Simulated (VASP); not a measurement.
# How thick must a slab of Cu(100) be?

How many layers does a slab of Cu(100) need before surface energy, work function and relaxation settle?

Calculated with VASP 6.6.1; PBE; plane waves and PAW (Cu).

This is a report of a sequence of runs, with most program output left out.

## Step 1: The starting structure

It takes space group Fm-3m (No. 225, cubic). The conventional cell has a = 3.610 Å, b = 3.610 Å, c = 3.610 Å, α = 90.00°, β = 90.00°, γ = 90.00°. Nearest to Cu lie 12 Cu at 2.55 Å.

Structure file:

```xyz
1
Lattice="0.0000 1.8050 1.8050 1.8050 0.0000 1.8050 1.8050 1.8050 0.0000" Properties=species:S:1:pos:R:3 pbc="T T T"
Cu    0.0000    0.0000    0.0000
```

## Step 2: The bulk reference, job relaxation, k-mesh 18×18×18

The bulk crystal is relaxed first, so that the slabs are cut at this functional's lattice.

File INCAR:

```
SYSTEM = Cu
PREC = Accurate
ENCUT = 430
EDIFF = 1E-06
NELM = 120
ISMEAR = 1
SIGMA = 0.15
LREAL = .FALSE.
ALGO = Normal
GGA = PE
NBANDS = 11
LASPH = .TRUE.
LORBIT = 11
LWAVE = .FALSE.
LCHARG = .FALSE.
KPAR = 4
IBRION = 2
NSW = 30
ISIF = 3
EDIFFG = -0.01
POTIM = 0.4
```

File POSCAR:

```
Cu
1.0
    0.0000000000      1.8050000000      1.8050000000
    1.8050000000      0.0000000000      1.8050000000
    1.8050000000      1.8050000000      0.0000000000
Cu
1
Direct
    0.0000000000      0.0000000000      0.0000000000
```

File KPOINTS:

```
Automatic mesh
0
Gamma
18 18 18
0 0 0
```

PAW data sets: Cu (PBE family, release 64).

The run is started by

```console
mpirun -np 4 vasp_std
```

The job ended after 5.4 s (4 MPI ranks of Intel Xeon 6975P-C (Granite Rapids), shared host; peak memory 0.52 GiB).

This run has no spin polarisation. Its electron count is odd, so without a moment it is a metal by construction. The run keeps the 48 symmetry operations of its start, so it cannot find a distortion of lower symmetry.

The steps of the relaxation:

| step | energy less that of the first step (eV) | largest force (eV/Å) | pressure (GPa) | volume (Å³) |
| --- | --- | --- | --- | --- |
| 1 | 0.0000 | 0.0000 | 2.32 | 11.76 |
| 2 | -0.0012 | 0.0000 | -0.62 | 12.00 |
| 3 | -0.0013 | 0.0000 | 0.01 | 11.94 |

| conventional cell, symmetrised | before | after | change |
| --- | --- | --- | --- |
| a (Å) | 3.610 | 3.628 | +0.5 % |
| b (Å) | 3.610 | 3.628 | +0.5 % |
| c (Å) | 3.610 | 3.628 | +0.5 % |
| volume (Å³/atom) | 11.76 | 11.94 | +1.5 % |

Final coordinates:

```
Cu
1.0
     0.00000    1.81417    1.81417
     1.81417    0.00000    1.81417
     1.81417    1.81417    0.00000
Cu
1
Direct
  0.00000 0.00000 0.00000
```

Numbers from this step:

```
electronic cycles       : 22
electrons               : 11
free energy (TOTEN)     : -3.726 eV
energy at zero smearing : -3.727 eV
Fermi energy            : 7.423 eV
metallic                : yes
```

The run ended after 3 ionic steps, 0.001 eV below its first step, once forces and stress met EDIFFG = -0.01.

Energy at zero smearing: -3.72651 eV.

## Step 3: The bulk reference, job self-consistent run, k-mesh 22×22×22

File INCAR:

```
SYSTEM = Cu
PREC = Normal
ENCUT = 330
EDIFF = 1E-06
NELM = 120
ISMEAR = 1
SIGMA = 0.15
LREAL = .FALSE.
ALGO = Fast
GGA = PE
NBANDS = 11
LASPH = .TRUE.
LORBIT = 11
LWAVE = .FALSE.
LCHARG = .FALSE.
KPAR = 4
```

File POSCAR:

```
Cu
1.0
    0.0000000000      1.8141710638      1.8141710638
    1.8141710638      0.0000000000      1.8141710638
    1.8141710638      1.8141710638      0.0000000000
Cu
1
Direct
    0.0000000000      0.0000000000      0.0000000000
```

File KPOINTS:

```
Automatic mesh
0
Gamma
22 22 22
0 0 0
```

The run is started by

```console
mpirun -np 4 vasp_std
```

Wall time 2.2 s (4 MPI ranks); peak memory 0.44 GiB; 6.8 s of CPU time.

This step gave:

```yaml
electronic_cycles: 13
free_energy_toten: -3.736 eV
energy_at_zero_smearing: -3.736 eV
fermi_energy: 7.437 eV
```

Energy at zero smearing: -3.73595 eV.

The run ends at a pressure of 0.95 GPa.

## Step 4: Relaxing the slab, layers 4

System of this step: Cu(100). The cell holds 4 atoms: 4 Cu. Its edges and angles: a = 2.566 Å, b = 2.566 Å, c = 20.443 Å, α = 90.0°, β = 90.0°, γ = 90.0°. It derives from Cu. 4 layers of fcc Cu, cut at this functional's lattice. Vacuum lies along c.

All atoms relax at the fixed cell.

INCAR, as its differences from that of step 3:

```diff
@@ -10,3 +10,3 @@
 GGA = PE
-NBANDS = 11
+NBANDS = 28
 LASPH = .TRUE.
@@ -16 +16,7 @@
 KPAR = 4
+IBRION = 2
+NSW = 50
+ISIF = 2
+EDIFFG = -0.01
+POTIM = 0.4
+MAXMIX = 40
```

File POSCAR:

```
Cu
1.0
    2.5656253229      0.0000000000      0.0000000000
    0.0000000000      2.5656253229      0.0000000000
    0.0000000000      0.0000000000     20.4425131914
Cu
4
Direct
    0.5000000000      0.5000000000      0.3668824800
    0.0000000000      0.0000000000      0.4556274900
    0.5000000000      0.5000000000      0.5443725100
    0.0000000000      0.0000000000      0.6331175200
```

File KPOINTS:

```
Automatic mesh
0
Gamma
13 13 1
0 0 0
```

The run is started by

```console
mpirun -np 4 vasp_std
```

Elapsed: 23 s, on 4 MPI ranks; peak memory 0.61 GiB.

The run keeps the 16 symmetry operations of its start, so it cannot find a distortion of lower symmetry.

The steps of the relaxation:

| step | energy less that of the first step (eV) | largest force (eV/Å) |
| --- | --- | --- |
| 1 | 0.0000 | 0.2356 |
| 2 | -0.0053 | 0.1251 |
| 3 | -0.0079 | 0.0513 |
| 4 | -0.0079 | 0.0471 |
| 5 | -0.0083 | 0.0379 |
| 6 | -0.0090 | 0.0236 |
| 7 | -0.0092 | 0.0228 |
| 8 | -0.0093 | 0.0103 |
| 9 | -0.0093 | 0.0096 |

The atoms that moved most (Å):

| atom | dx | dy | dz | length |
| --- | --- | --- | --- | --- |
| Cu1 | 0.000 | 0.000 | 0.038 | 0.038 |
| Cu4 | 0.000 | 0.000 | -0.038 | 0.038 |
| Cu2 | 0.000 | 0.000 | -0.011 | 0.011 |
| Cu3 | 0.000 | 0.000 | 0.011 | 0.011 |

Final coordinates:

```xyz
4
Lattice="2.5656 0.0000 0.0000 0.0000 2.5656 0.0000 0.0000 0.0000 20.4425" Properties=species:S:1:pos:R:3
Cu    1.2828    1.2828    7.5379
Cu    0.0000    0.0000    9.3033
Cu    1.2828    1.2828   11.1392
Cu    0.0000    0.0000   12.9047
```

This step gave:

```yaml
electronic_cycles: 87
electrons: 44
free_energy_toten: -13.75 eV
fermi_energy: -0.197 eV
```

The run ended after 9 ionic steps, 0.009 eV below its first step, once the forces on the free atoms met EDIFFG = -0.01.

## Step 5: The vacuum level, layers 4

A static run writes the electrostatic potential without exchange and correlation (LVHAR), which is flat in the vacuum and gives the level to count from. The dipole correction cancels the field that unlike faces would set up across the vacuum.

INCAR, as its differences from that of step 4:

```diff
@@ -16,7 +16,6 @@
 KPAR = 4
-IBRION = 2
-NSW = 50
-ISIF = 2
-EDIFFG = -0.01
-POTIM = 0.4
-MAXMIX = 40
+IDIPOL = 3
+LDIPOL = .TRUE.
+DIPOL = 0.5 0.5 0.5
+LVHAR = .TRUE.
+LVACPOTAV = .TRUE.
```

File POSCAR:

```
Cu
1.0
    2.5656253229      0.0000000000      0.0000000000
    0.0000000000      2.5656253229      0.0000000000
    0.0000000000      0.0000000000     20.4425131914
Cu
4
Direct
    0.5000000000      0.5000000000      0.3687341029
    0.0000000000      0.0000000000      0.4550949346
    0.5000000000      0.5000000000      0.5449050654
    0.0000000000      0.0000000000      0.6312658971
```

KPOINTS is that of step 4.

The run is started by

```console
mpirun -np 4 vasp_std
```

It took 5.6 s on 4 MPI ranks; peak memory 0.62 GiB.

This step gave:

```yaml
electronic_cycles: 22
dipole_moment: 0, 0, 0 e·Å
vacuum_levels: 4.298, 4.298 eV
work_functions_of_the_upper_and_lower_face: 4.495, 4.495 eV
```

The planar average of the electrostatic potential oscillates, so the rows of the table below give means over windows of 1 Å about each position, cut where the curve ends. Its maxima inside the range that stand out by 2 % of the span (Å: eV): 8.4: -1.88, 10.2: -1.14, 12.0: -1.88. Its minima: 7.6: -12.3, 9.3: -12.5, 11.2: -12.5, 12.9: -12.3.

Zero at the Fermi level. The planar average of the electrostatic potential by height; means over each step:

| height (Å) | planar average of the electrostatic potential (eV) |
| --- | --- |
| 0 | 4.50 |
| 1 | 4.50 |
| 2 | 4.50 |
| 3 | 4.50 |
| 4 | 4.49 |
| 5 | 4.42 |
| 6 | 3.59 |
| 7 | -5.47 |
| 8 | -7.32 |
| 9 | -9.07 |
| 10 | -5.10 |
| 11 | -10.2 |
| 12 | -4.98 |
| 13 | -10.1 |
| 14 | 1.46 |
| 15 | 4.27 |
| 16 | 4.48 |
| 17 | 4.50 |
| 18 | 4.50 |
| 19 | 4.50 |
| 20 | 4.50 |

The vacuum level lies 4.50 eV above the Fermi level at the upper face; both faces agree, as the slab has next to no dipole.

The program found no field-free point at its default tolerance, but its printed level agrees with the flat part of the planar average.

## Step 6: Relaxing the slab, layers 5

System of this step: Cu(100). The cell holds 5 atoms: 5 Cu. Cell: a = 2.566 Å, b = 2.566 Å, c = 22.257 Å, α = 90.0°, β = 90.0°, γ = 90.0°. It derives from Cu. 5 layers of fcc Cu, cut at this functional's lattice. Vacuum lies along c.

File INCAR:

```
SYSTEM = Cu
PREC = Normal
ENCUT = 330
EDIFF = 1E-06
NELM = 120
ISMEAR = 1
SIGMA = 0.15
LREAL = .FALSE.
ALGO = Fast
GGA = PE
NBANDS = 34
LASPH = .TRUE.
LORBIT = 11
LWAVE = .FALSE.
LCHARG = .FALSE.
KPAR = 4
IBRION = 2
NSW = 50
ISIF = 2
EDIFFG = -0.01
POTIM = 0.4
MAXMIX = 40
```

File POSCAR:

```
Cu
1.0
    2.5656253229      0.0000000000      0.0000000000
    0.0000000000      2.5656253229      0.0000000000
    0.0000000000      0.0000000000     22.2566842552
Cu
5
Direct
    0.0000000000      0.0000000000      0.3369774200
    0.5000000000      0.5000000000      0.4184887100
    0.0000000000      0.0000000000      0.5000000000
    0.5000000000      0.5000000000      0.5815112900
    0.0000000000      0.0000000000      0.6630225800
```

KPOINTS is that of step 5.

The run is started by

```console
mpirun -np 4 vasp_std
```

It took 39 s on 4 MPI ranks; peak memory 0.66 GiB.

The steps of the relaxation:

| step | energy less that of the first step (eV) | largest force (eV/Å) |
| --- | --- | --- |
| 1 | 0.0000 | 0.2084 |
| 2 | -0.0052 | 0.1454 |
| 3 | -0.0094 | 0.0955 |
| 4 | -0.0100 | 0.0397 |
| 5 | -0.0100 | 0.0392 |
| 6 | -0.0103 | 0.0324 |
| 7 | -0.0109 | 0.0315 |
| 8 | -0.0118 | 0.0259 |
| 9 | -0.0119 | 0.0225 |
| 10 | -0.0119 | 0.0184 |
| 11 | -0.0120 | 0.0051 |

The atoms that moved most (Å):

| atom | dx | dy | dz | length |
| --- | --- | --- | --- | --- |
| Cu1 | 0.000 | 0.000 | 0.052 | 0.052 |
| Cu5 | 0.000 | 0.000 | -0.052 | 0.052 |

Final coordinates:

```cif
data_structure
_symmetry_space_group_name_H-M 'P 1'
_symmetry_Int_Tables_number 1
_cell_length_a 2.5656
_cell_length_b 2.5656
_cell_length_c 22.2567
_cell_angle_alpha 90.000
_cell_angle_beta 90.000
_cell_angle_gamma 90.000
_cell_volume 146.50
loop_
_atom_site_label
_atom_site_type_symbol
_atom_site_fract_x
_atom_site_fract_y
_atom_site_fract_z
_atom_site_occupancy
Cu1 Cu 0.00000 0.00000 0.33931 1
Cu2 Cu 0.50000 0.50000 0.41829 1
Cu3 Cu 0.00000 0.00000 0.50000 1
Cu4 Cu 0.50000 0.50000 0.58171 1
Cu5 Cu 0.00000 0.00000 0.66069 1
```

The run ended after 11 ionic steps, 0.012 eV below its first step, once the forces on the free atoms met EDIFFG = -0.01.

## Step 7: The vacuum level, layers 5

INCAR, as its differences from that of step 6:

```diff
@@ -16,7 +16,6 @@
 KPAR = 4
-IBRION = 2
-NSW = 50
-ISIF = 2
-EDIFFG = -0.01
-POTIM = 0.4
-MAXMIX = 40
+IDIPOL = 3
+LDIPOL = .TRUE.
+DIPOL = 0.5 0.5 0.5
+LVHAR = .TRUE.
+LVACPOTAV = .TRUE.
```

File POSCAR:

```
Cu
1.0
    2.5656253229      0.0000000000      0.0000000000
    0.0000000000      2.5656253229      0.0000000000
    0.0000000000      0.0000000000     22.2566842552
Cu
5
Direct
    0.0000000000      0.0000000000      0.3393062953
    0.5000000000      0.5000000000      0.4182856060
    0.0000000000      0.0000000000      0.5000000000
    0.5000000000      0.5000000000      0.5817143940
    0.0000000000      0.0000000000      0.6606937047
```

KPOINTS is that of step 6.

The run is started by

```console
mpirun -np 4 vasp_std
```

Elapsed: 9.4 s, on 4 MPI ranks; peak memory 0.63 GiB; 35 s of CPU time.

The program warns that it found no field-free vacuum at its default tolerance, so these levels carry more doubt.

## Step 8: Relaxing the slab, layers 6

System of this step: Cu(100). The cell holds 6 atoms: 6 Cu. Cell: a = 2.566 Å, b = 2.566 Å, c = 24.071 Å, α = 90.0°, β = 90.0°, γ = 90.0°. It derives from Cu. 6 layers of fcc Cu, cut at this functional's lattice. Vacuum lies along c.

File INCAR:

```
SYSTEM = Cu
PREC = Normal
ENCUT = 330
EDIFF = 1E-06
NELM = 120
ISMEAR = 1
SIGMA = 0.15
LREAL = .FALSE.
ALGO = Fast
GGA = PE
NBANDS = 40
LASPH = .TRUE.
LORBIT = 11
LWAVE = .FALSE.
LCHARG = .FALSE.
KPAR = 4
IBRION = 2
NSW = 50
ISIF = 2
EDIFFG = -0.01
POTIM = 0.4
MAXMIX = 40
```

File POSCAR:

```
Cu
1.0
    2.5656253229      0.0000000000      0.0000000000
    0.0000000000      2.5656253229      0.0000000000
    0.0000000000      0.0000000000     24.0708553190
Cu
6
Direct
    0.5000000000      0.5000000000      0.3115801200
    0.0000000000      0.0000000000      0.3869480700
    0.5000000000      0.5000000000      0.4623160200
    0.0000000000      0.0000000000      0.5376839800
    0.5000000000      0.5000000000      0.6130519300
    0.0000000000      0.0000000000      0.6884198800
```

KPOINTS is that of step 7.

The run is started by

```console
mpirun -np 4 vasp_std
```

Elapsed: 58 s, on 4 MPI ranks; peak memory 0.72 GiB.

The steps of the relaxation:

| step | energy less that of the first step (eV) | largest force (eV/Å) |
| --- | --- | --- |
| 1 | 0.0000 | 0.1996 |
| 2 | -0.0043 | 0.1467 |
| 3 | -0.0086 | 0.0780 |
| 4 | -0.0087 | 0.0265 |
| 5 | -0.0086 | 0.0198 |
| 6 | -0.0086 | 0.0254 |
| 7 | -0.0087 | 0.0319 |
| 8 | -0.0087 | 0.0186 |
| 9 | -0.0087 | 0.0235 |
| 10 | -0.0087 | 0.0196 |
| 11 | -0.0087 | 0.0220 |
| 12 | -0.0087 | 0.0105 |
| 13 | -0.0087 | 0.0131 |
| 14 | -0.0087 | 0.0100 |
| 15 | -0.0087 | 0.0117 |
| 16 | -0.0087 | 0.0089 |

The atoms that moved most (Å):

| atom | dx | dy | dz | length |
| --- | --- | --- | --- | --- |
| Cu5 | 0.000 | 0.000 | 0.026 | 0.026 |
| Cu2 | 0.000 | 0.000 | -0.026 | 0.026 |
| Cu6 | 0.000 | 0.000 | -0.020 | 0.020 |
| Cu1 | 0.000 | 0.000 | 0.020 | 0.020 |
| Cu4 | 0.000 | 0.000 | 0.009 | 0.009 |
| Cu3 | 0.000 | 0.000 | -0.009 | 0.009 |

Final coordinates:

```xyz
6
Lattice="2.5656 0.0000 0.0000 0.0000 2.5656 0.0000 0.0000 0.0000 24.0709" Properties=species:S:1:pos:R:3
Cu    1.2828    1.2828    7.5195
Cu    0.0000    0.0000    9.2884
Cu    1.2828    1.2828   11.1188
Cu    0.0000    0.0000   12.9520
Cu    1.2828    1.2828   14.7825
Cu    0.0000    0.0000   16.5513
```

The run ended after 16 ionic steps, 0.009 eV below its first step, once the forces on the free atoms met EDIFFG = -0.01.

## Step 9: The vacuum level, layers 6

INCAR, as its differences from that of step 8:

```diff
@@ -16,7 +16,6 @@
 KPAR = 4
-IBRION = 2
-NSW = 50
-ISIF = 2
-EDIFFG = -0.01
-POTIM = 0.4
-MAXMIX = 40
+IDIPOL = 3
+LDIPOL = .TRUE.
+DIPOL = 0.5 0.5 0.5
+LVHAR = .TRUE.
+LVACPOTAV = .TRUE.
```

File POSCAR:

```
Cu
1.0
    2.5656253229      0.0000000000      0.0000000000
    0.0000000000      2.5656253229      0.0000000000
    0.0000000000      0.0000000000     24.0708553190
Cu
6
Direct
    0.5000000000      0.5000000000      0.3123904710
    0.0000000000      0.0000000000      0.3858768292
    0.5000000000      0.5000000000      0.4619213656
    0.0000000000      0.0000000000      0.5380786344
    0.5000000000      0.5000000000      0.6141231708
    0.0000000000      0.0000000000      0.6876095290
```

KPOINTS is that of step 8.

The run is started by

```console
mpirun -np 4 vasp_std
```

It took 10 s on 4 MPI ranks; peak memory 0.69 GiB.

The program warns that it found no field-free vacuum at its default tolerance, so these levels carry more doubt.

## Step 10: Relaxing the slab, layers 7

System of this step: Cu(100). The cell holds 7 atoms: 7 Cu. Its edges and angles: a = 2.566 Å, b = 2.566 Å, c = 25.885 Å, α = 90.0°, β = 90.0°, γ = 90.0°. It derives from Cu. 7 layers of fcc Cu, cut at this functional's lattice. Vacuum lies along c.

File INCAR:

```
SYSTEM = Cu
PREC = Normal
ENCUT = 330
EDIFF = 1E-06
NELM = 120
ISMEAR = 1
SIGMA = 0.15
LREAL = .FALSE.
ALGO = Fast
GGA = PE
NBANDS = 47
LASPH = .TRUE.
LORBIT = 11
LWAVE = .FALSE.
LCHARG = .FALSE.
KPAR = 4
IBRION = 2
NSW = 50
ISIF = 2
EDIFFG = -0.01
POTIM = 0.4
MAXMIX = 40
```

File POSCAR:

```
Cu
1.0
    2.5656253229      0.0000000000      0.0000000000
    0.0000000000      2.5656253229      0.0000000000
    0.0000000000      0.0000000000     25.8850263828
Cu
7
Direct
    0.0000000000      0.0000000000      0.2897428000
    0.5000000000      0.5000000000      0.3598285300
    0.0000000000      0.0000000000      0.4299142700
    0.5000000000      0.5000000000      0.5000000000
    0.0000000000      0.0000000000      0.5700857300
    0.5000000000      0.5000000000      0.6401714700
    0.0000000000      0.0000000000      0.7102572000
```

KPOINTS is that of step 9.

The run is started by

```console
mpirun -np 4 vasp_std
```

Run time: 3.7 min. Hardware: 4 MPI ranks; peak memory 0.8 GiB.

Step by step (22 of 42):

| step | energy less that of the first step (eV) | largest force (eV/Å) |
| --- | --- | --- |
| 1 | 0.0000 | 0.2258 |
| 3 | -0.0079 | 0.0847 |
| 5 | -0.0080 | 0.0769 |
| 7 | -0.0089 | 0.0218 |
| 9 | -0.0090 | 0.0113 |
| 11 | -0.0090 | 0.0168 |
| 13 | -0.0092 | 0.0174 |
| 15 | -0.0094 | 0.0289 |
| 17 | -0.0094 | 0.0278 |
| 19 | -0.0094 | 0.0225 |
| 21 | -0.0089 | 0.0215 |
| 22 | -0.0073 | 0.0493 |
| 24 | -0.0044 | 0.0693 |
| 26 | -0.0061 | 0.0583 |
| 28 | -0.0069 | 0.0261 |
| 30 | -0.0078 | 0.0376 |
| 32 | -0.0090 | 0.0184 |
| 34 | -0.0093 | 0.0235 |
| 36 | -0.0093 | 0.0255 |
| 38 | -0.0094 | 0.0202 |
| 40 | -0.0094 | 0.0196 |
| 42 | -0.0095 | 0.0049 |

The atoms that moved most (Å):

| atom | dx | dy | dz | length |
| --- | --- | --- | --- | --- |
| Cu6 | 0.000 | 0.000 | 0.043 | 0.043 |
| Cu2 | 0.000 | 0.000 | -0.043 | 0.043 |
| Cu5 | 0.000 | 0.000 | 0.019 | 0.019 |
| Cu3 | 0.000 | 0.000 | -0.019 | 0.019 |

Final coordinates:

```xyz
7
Lattice="2.5656 0.0000 0.0000 0.0000 2.5656 0.0000 0.0000 0.0000 25.8850" Properties=species:S:1:pos:R:3
Cu    0.0000    0.0000    7.4999
Cu    1.2828    1.2828    9.2713
Cu    0.0000    0.0000   11.1095
Cu    1.2828    1.2828   12.9425
Cu    0.0000    0.0000   14.7755
Cu    1.2828    1.2828   16.6137
Cu    0.0000    0.0000   18.3851
```

The run ended after 42 ionic steps, 0.009 eV below its first step, once the forces on the free atoms met EDIFFG = -0.01.

## Step 11: The vacuum level, layers 7

INCAR, as its differences from that of step 10:

```diff
@@ -16,7 +16,6 @@
 KPAR = 4
-IBRION = 2
-NSW = 50
-ISIF = 2
-EDIFFG = -0.01
-POTIM = 0.4
-MAXMIX = 40
+IDIPOL = 3
+LDIPOL = .TRUE.
+DIPOL = 0.5 0.5 0.5
+LVHAR = .TRUE.
+LVACPOTAV = .TRUE.
```

File POSCAR:

```
Cu
1.0
    2.5656253229      0.0000000000      0.0000000000
    0.0000000000      2.5656253229      0.0000000000
    0.0000000000      0.0000000000     25.8850263828
Cu
7
Direct
    0.0000000000      0.0000000000      0.2897381190
    0.5000000000      0.5000000000      0.3581725564
    0.0000000000      0.0000000000      0.4291856404
    0.5000000000      0.5000000000      0.5000000000
    0.0000000000      0.0000000000      0.5708143596
    0.5000000000      0.5000000000      0.6418274436
    0.0000000000      0.0000000000      0.7102618810
```

KPOINTS is that of step 10.

The run is started by

```console
mpirun -np 4 vasp_std
```

Wall time 17 s (4 MPI ranks); peak memory 0.74 GiB; 55 s of CPU time.

The planar average of the electrostatic potential oscillates, so the rows of the table below give means over windows of 1.83 Å about each position, cut where the curve ends. Its maxima inside the range that stand out by 2 % of the span (Å: eV): 8.4: -1.82, 10.1: -1.24, 12.0: -1.31, 13.9: -1.31, 15.7: -1.24, 17.5: -1.82. Its minima: 7.5: -12.2, 9.3: -12.6, 11.1: -12.5, 12.9: -12.5, 14.8: -12.5, 16.6: -12.6, 18.3: -12.2.

Zero at the Fermi level. Planar average of the electrostatic potential against height; means over each step:

| height (Å) | planar average of the electrostatic potential (eV) |
| --- | --- |
| 0.92 | 4.56 |
| 2.75 | 4.56 |
| 4.58 | 4.52 |
| 6.41 | -0.0980 |
| 8.23 | -7.71 |
| 10.07 | -7.29 |
| 11.89 | -7.32 |
| 13.73 | -7.33 |
| 15.55 | -7.28 |
| 17.38 | -7.76 |
| 19.21 | -2.44 |
| 21.05 | 4.47 |
| 22.88 | 4.56 |
| 24.70 | 4.56 |

The vacuum level lies 4.56 eV above the Fermi level at the upper face; both faces agree, as the slab has next to no dipole.

The program found no field-free point at its default tolerance, and its printed vacuum level lies off the flat part of the planar average, by -0.02 eV at the upper face; the levels here are read from the flat part.

(Part 1 of 2 ends here.)

[Lines on the potential files, build, host, timing and source positions are cut from VASP's logs without a mark.]

[Logs are printed without paths, hosts, clocks, repeated set-up lines and the standing remarks that a program may print on its own settings, such as how far it seeks lower states.]

[Hosts, paths, dates, database ids (printed as entryN), source tags and the programs' standing remarks are cut or masked in the printed files.]

[Runs that stopped without an error message from VASP are left out.]
